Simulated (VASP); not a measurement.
# A VASP study of TePd (PBEsol): structure first, properties next, part 2 of 5

How well does PBEsol reproduce what experiment finds for TePd? The cell is relaxed first, and properties follow on it. The start is a cell from a database of measured crystal structures.

VASP 6.6.1, plane waves and PAW; the level of theory is named at each step.

Still holding for the runs below: The k-mesh is coarse for a metal.

So far. Step 2 (Full relaxation (PBEsol)): It ends with forces that vanish by symmetry and a pressure of 0.00 GPa. The volume lies -0.8 % from that of the database's start, which holds the thermal and zero-point expansion of its experiment. The relaxed cell has a = 4.157, c = 5.615 Å (conventional setting).

### Step 3. Single point with fields (PBEsol)

Level of this step: PBEsol; plane waves and PAW (Te, Pd) (VASP).

The relaxed cell gets a fresh self-consistent run, on a basis set for its own volume, to fix the density and to check the remaining stress.

The input, INCAR:

```
SYSTEM = TePd
PREC = Accurate
ENCUT = 400
EDIFF = 1E-06
NELM = 100
ISMEAR = 0
SIGMA = 0.05
LREAL = .FALSE.
ALGO = Normal
GGA = PS
NBANDS = 22
LASPH = .TRUE.
LORBIT = 11
LWAVE = .FALSE.
LCHARG = .TRUE.
ISIF = 2
LELF = .TRUE.
LVHAR = .TRUE.
```

The input, POSCAR:

```
TePd
1.0
    4.1568387541      0.0000000000      0.0000000000
   -2.0784193771      3.5999279605      0.0000000000
    0.0000000000      0.0000000000      5.6148976823
Te Pd
2 2
Direct
    0.3333333333      0.6666666667      0.2500000000
    0.6666666667      0.3333333333      0.7500000000
    0.0000000000      0.0000000000      0.0000000000
    0.0000000000      0.0000000000      0.5000000000
```

The input, KPOINTS:

```
Automatic mesh
0
Gamma
7 7 5
0 0 0
```

Potentials, in the order of the species: Te and Pd (PBE family, release 64).

Run with:

```console
$ mpirun -np 4 vasp_std
```

Log:

```text
[banner, memory and clock lines left out]
running    4 mpi-ranks, on    1 nodes
 distrk:  each k-point on    4 cores,    1 groups
 distr:  one band on    1 cores,    4 groups

 POSCAR found type information on POSCAR TePd
 POSCAR found :  2 types and       4 ions
 [... a notice as in an earlier step ...]

 LDA part: xc-table for (Slater+PW92), standard interpolation
|                                                                             |
|           W    W    AA    RRRRR   N    N  II  N    N   GGGG   !!!           |
|           W    W   A  A   R    R  NN   N  II  NN   N  G    G  !!!           |
|           W    W  A    A  R    R  N N  N  II  N N  N  G       !!!           |
|           W WW W  AAAAAA  RRRRR   N  N N  II  N  N N  G  GGG   !            |
|           WW  WW  A    A  R   R   N   NN  II  N   NN  G    G                |
|           W    W  A    A  R    R  N    N  II  N    N   GGGG   !!!           |
|                                                                             |
|     The number of bands has been changed from the values supplied in        |
|     The orbitals not found in the WAVECAR file will be initialized with     |
|     random numbers, which is usually adequate. For correlated               |
|     calculations, however, you should redo the groundstate calculation.     |
|     I found NBANDS = 22. Now, NBANDS = 24.                                  |
|                                                                             |

 POSCAR, INCAR and KPOINTS ok, starting setup
 FFT: planning ... GRIDC
 FFT: planning ... GRID_SOFT
 FFT: planning ... GRID
 WAVECAR not read
 entering main loop
       N       E                     dE             d eps       ncg     rms          rms(c)
DAV:   1     0.142406789221E+03    0.14241E+03   -0.11851E+04  1168   0.948E+02
DAV:   2    -0.152608271436E+02   -0.15767E+03   -0.14781E+03  1352   0.220E+02
DAV:   3    -0.207404268521E+02   -0.54796E+01   -0.53869E+01  1416   0.407E+01
DAV:   4    -0.208205632157E+02   -0.80136E-01   -0.80124E-01  1360   0.514E+00
DAV:   5    -0.208223309617E+02   -0.17677E-02   -0.17677E-02  1480   0.726E-01    0.163E+01
DAV:   6    -0.205935007674E+02    0.22883E+00   -0.67243E-01  1208   0.741E+00    0.960E+00
DAV:   7    -0.205521030374E+02    0.41398E-01   -0.25109E-01  1216   0.495E+00    0.274E+00
DAV:   8    -0.205108718585E+02    0.41231E-01   -0.14237E-01  1224   0.363E+00    0.107E+00
DAV:   9    -0.205111791336E+02   -0.30728E-03   -0.49326E-03  1376   0.382E-01    0.853E-01
DAV:  10    -0.205106409001E+02    0.53823E-03   -0.47561E-03  1224   0.508E-01    0.286E-01
DAV:  11    -0.205103106745E+02    0.33023E-03   -0.38174E-04  1376   0.196E-01    0.238E-01
DAV:  12    -0.205102674187E+02    0.43256E-04   -0.92078E-05  1232   0.575E-02    0.998E-02
DAV:  13    -0.205102504134E+02    0.17005E-04   -0.14414E-05  1440   0.310E-02    0.458E-02
DAV:  14    -0.205102444219E+02    0.59915E-05   -0.77255E-06  1240   0.230E-02    0.170E-02
DAV:  15    -0.205102432497E+02    0.11722E-05   -0.24311E-06   904   0.125E-02    0.340E-03
DAV:  16    -0.205102432205E+02    0.29235E-07   -0.27679E-07   632   0.292E-03
   1 F= -.20510243E+02 E0= -.20508975E+02  d E =-.253705E-02
```

Run time: 10 s. Hardware: 4 MPI ranks of Intel Xeon 6975P-C (Granite Rapids), shared host; peak memory 0.52 GiB; 38 s of CPU time.

From OUTCAR (step 3):

```text
  LATTYP: Found a hexagonal cell.
 ALAT       =     4.1568387541
 C/A-ratio  =     1.3507614835

 Found     24 irreducible k-points:

   k-points           NKPTS =     24   k-points in BZ     NKDIM =     24   number of bands    NBANDS=     24

   ENCUT  =  400.0 eV  29.40 Ry    5.42 a.u.   6.78  6.78  9.16*2*pi/ulx,y,z

   NELECT =      32.0000    total number of electrons

 E-fermi :   9.2612

 k-point     2 :       0.1429    0.0000    0.0000
  band No.  band energies     occupation
    ...
     11       6.9906      2.00000
     12       7.0265      2.00000
     13       7.1987      2.00000
     14       7.8475      2.00000
     15       8.8496      2.00000
     16       9.8640      0.00000
     17       9.9959      0.00000
     18      10.8912      0.00000
     19      12.5116      0.00000
     20      13.6337      0.00000
    ...

 k-point     3 :       0.2857    0.0000    0.0000
  band No.  band energies     occupation
    ...
     12       6.9329      2.00000
     13       7.0307      2.00000
     14       7.1636      2.00000
     15       8.2903      2.00000
     16       8.6219      2.00000
     17      10.1940      0.00000
     18      11.1043      0.00000
     19      12.7697      0.00000
     20      14.2532      0.00000
     21      14.2975      0.00000
    ...

  Total       -0.0216763     -0.0216763      0.0260152      0.0000000      0.0000000      0.0000000
  in kB       -0.4133306     -0.4133306      0.4960646      0.0000000      0.0000000      0.0000000
  external PRESSURE =      -0.1101989 kB  Pullay stress =       0.0000000 kB

  energy-cutoff  :      400.00
  volume of cell :       84.02
      direct lattice vectors                 reciprocal lattice vectors
     4.156838754  0.000000000  0.000000000     0.240567426  0.138891668  0.000000000
    -2.078419377  3.599927961  0.000000000     0.000000000  0.277783336  0.000000000
     0.000000000  0.000000000  5.614897682     0.000000000  0.000000000  0.178097635

 POSITION                                       TOTAL-FORCE (eV/Angst)
 -----------------------------------------------------------------------------------
     -0.00000      2.39995      1.40372         0.000000     -0.000000      0.000000
      2.07842      1.19998      4.21117        -0.000000      0.000000      0.000000
      0.00000      0.00000      0.00000        -0.000000      0.000000      0.000000
      0.00000      0.00000      2.80745        -0.000000      0.000000      0.000000
 -----------------------------------------------------------------------------------
    total drift:                                0.000000     -0.000000      0.000000

  FREE ENERGIE OF THE ION-ELECTRON SYSTEM (eV)
  ---------------------------------------------------
  free  energy   TOTEN  =       -20.5102432205 eV

  energy  without entropy=      -20.5077061704  energy(sigma->0) =      -20.50897470

[... 6 parts as in an earlier step ...]

[... 5 further parts left out ...]
```

Numbers from this step:

```
SCF cycles : 16
bands      : 24
pressure   : -0.01102 GPa
```

Valence electrons inside each PAW sphere by angular momentum. Sphere charges, by row:

| atom | s (e) | p (e) | d (e) | tot (e) |
| --- | --- | --- | --- | --- |
| Te1 | 1.403 | 1.824 | 0.079 | 3.306 |
| Te2 | 1.403 | 1.824 | 0.079 | 3.306 |
| Pd3 | 0.427 | 0.474 | 8.614 | 9.516 |
| Pd4 | 0.427 | 0.474 | 8.614 | 9.516 |

ELF in the ac plane at fractional y = 0.000, with atoms of Pd within 0.2 Å of it. It is the smooth field of the valence electrons, not physical close to the nuclei.

Values, 18 rows by 14 columns, each cell a mean:
```
0.00 0.02 0.17 0.27 0.23 0.23 0.23 0.23 0.23 0.23 0.24 0.26 0.10 0.01
0.08 0.13 0.24 0.25 0.26 0.32 0.37 0.39 0.36 0.30 0.24 0.26 0.20 0.11
0.26 0.26 0.24 0.23 0.33 0.45 0.55 0.56 0.52 0.42 0.28 0.23 0.25 0.26
0.22 0.21 0.21 0.26 0.41 0.54 0.63 0.65 0.61 0.51 0.34 0.25 0.21 0.22
0.21 0.21 0.22 0.27 0.42 0.56 0.64 0.66 0.62 0.53 0.35 0.25 0.21 0.21
0.26 0.25 0.22 0.24 0.36 0.49 0.59 0.60 0.56 0.46 0.30 0.23 0.23 0.25
0.16 0.20 0.25 0.24 0.28 0.37 0.45 0.46 0.42 0.35 0.25 0.25 0.24 0.18
0.01 0.05 0.20 0.27 0.23 0.25 0.27 0.28 0.27 0.25 0.24 0.27 0.13 0.03
0.00 0.01 0.14 0.27 0.22 0.21 0.19 0.18 0.19 0.21 0.25 0.26 0.06 0.00
0.00 0.02 0.17 0.27 0.23 0.23 0.22 0.22 0.22 0.22 0.24 0.26 0.09 0.01
0.09 0.13 0.25 0.25 0.26 0.32 0.38 0.39 0.36 0.30 0.24 0.26 0.21 0.12
0.25 0.25 0.24 0.23 0.33 0.45 0.55 0.56 0.52 0.42 0.28 0.23 0.25 0.25
0.23 0.21 0.21 0.26 0.41 0.54 0.63 0.65 0.61 0.51 0.34 0.24 0.21 0.22
0.21 0.21 0.22 0.27 0.42 0.56 0.64 0.66 0.62 0.53 0.35 0.25 0.21 0.21
0.26 0.24 0.22 0.24 0.36 0.49 0.59 0.61 0.56 0.46 0.31 0.23 0.23 0.25
0.16 0.20 0.26 0.24 0.28 0.36 0.45 0.46 0.42 0.34 0.25 0.25 0.24 0.18
0.02 0.05 0.20 0.27 0.23 0.25 0.27 0.28 0.26 0.25 0.24 0.27 0.13 0.03
0.00 0.01 0.14 0.27 0.22 0.21 0.19 0.18 0.19 0.21 0.25 0.26 0.06 0.00
```
Columns run along a (4.2 Å), rows up along c (5.6 Å). Atoms in or near the plane, at fractional coordinates: Pd at (0.00, 0.00), Pd at (0.00, 0.50).

Valence density in the ac plane at fractional y = 0.000, with atoms of Pd within 0.2 Å of it. It is the smooth field of the valence electrons, not physical close to the nuclei.

Values in e/Å³, 18 rows by 14 columns, each cell a mean:
```
4.9 3.7 1.7 0.7 0.3 0.2 0.1 0.1 0.1 0.2 0.4 0.9 2.5 4.1
2.7 2.1 1.0 0.5 0.2 0.2 0.2 0.2 0.2 0.2 0.3 0.5 1.4 2.3
1.0 0.8 0.4 0.3 0.2 0.2 0.2 0.2 0.2 0.2 0.2 0.3 0.5 0.8
0.4 0.3 0.2 0.2 0.2 0.2 0.3 0.3 0.2 0.2 0.2 0.2 0.3 0.3
0.3 0.3 0.2 0.2 0.2 0.2 0.3 0.3 0.2 0.2 0.2 0.2 0.2 0.3
0.6 0.5 0.3 0.2 0.2 0.2 0.2 0.2 0.2 0.2 0.2 0.3 0.4 0.6
1.9 1.5 0.7 0.4 0.2 0.2 0.2 0.2 0.2 0.2 0.3 0.4 1.0 1.6
4.0 3.1 1.4 0.6 0.2 0.2 0.1 0.1 0.2 0.2 0.3 0.7 2.1 3.4
5.8 4.3 2.0 0.8 0.3 0.2 0.1 0.1 0.1 0.2 0.4 1.0 2.9 4.8
5.0 3.8 1.7 0.7 0.3 0.2 0.1 0.1 0.1 0.2 0.4 0.9 2.5 4.2
2.6 2.0 1.0 0.4 0.2 0.2 0.2 0.2 0.2 0.2 0.3 0.5 1.4 2.2
1.0 0.8 0.4 0.3 0.2 0.2 0.2 0.2 0.2 0.2 0.2 0.3 0.6 0.8
0.4 0.3 0.2 0.2 0.2 0.2 0.2 0.3 0.2 0.2 0.2 0.2 0.3 0.3
0.3 0.3 0.2 0.2 0.2 0.2 0.3 0.3 0.2 0.2 0.2 0.2 0.2 0.3
0.6 0.5 0.3 0.2 0.2 0.2 0.2 0.2 0.2 0.2 0.2 0.3 0.4 0.5
1.9 1.5 0.7 0.4 0.2 0.2 0.2 0.2 0.2 0.2 0.3 0.4 1.0 1.6
4.1 3.1 1.5 0.6 0.2 0.2 0.1 0.1 0.2 0.2 0.3 0.8 2.1 3.5
5.8 4.4 2.0 0.8 0.3 0.2 0.1 0.1 0.1 0.2 0.4 1.0 2.9 4.9
```
Columns run along a (4.2 Å), rows up along c (5.6 Å). Atoms in or near the plane, at fractional coordinates: Pd at (0.00, 0.00), Pd at (0.00, 0.50).

Electrostatic potential energy in the ac plane at fractional y = 0.000, with atoms of Pd within 0.2 Å of it. With pseudopotentials it is smooth inside the atoms' cores, unlike the true potential.

Ten even steps from '0' (-67 eV) to '9' (2 eV), each cell a mean:
```
00379999999620
23689999999842
67899999999986
99999999999999
99999999999999
78999999999998
34799999999864
01489999999730
00379999999610
00379999999620
23689999999842
67899999999986
99999999999999
99999999999999
78999999999998
34799999999864
01479999999731
00379999999610
```
Columns run along a (4.2 Å; values clipped at the 3rd and 97th percentile), rows up along c (5.6 Å). Atoms in or near the plane, at fractional coordinates: Pd at (0.00, 0.00), Pd at (0.00, 0.50).

In this run the pressure is -0.01 GPa, small enough to go on.

(Continued in part 3 of 5.)

[Lines on the potential files, build, host, timing and source positions are cut from VASP's logs without a mark.]

[Logs are printed without paths, hosts, clocks, repeated set-up lines and the standing remarks that a program may print on its own settings, such as how far it seeks lower states.]

[Hosts, paths, dates, database ids (printed as entryN), source tags and the programs' standing remarks are cut or masked in the printed files.]

[A measured line is paired with the nearest computed mode of its activity, which favours agreement.]
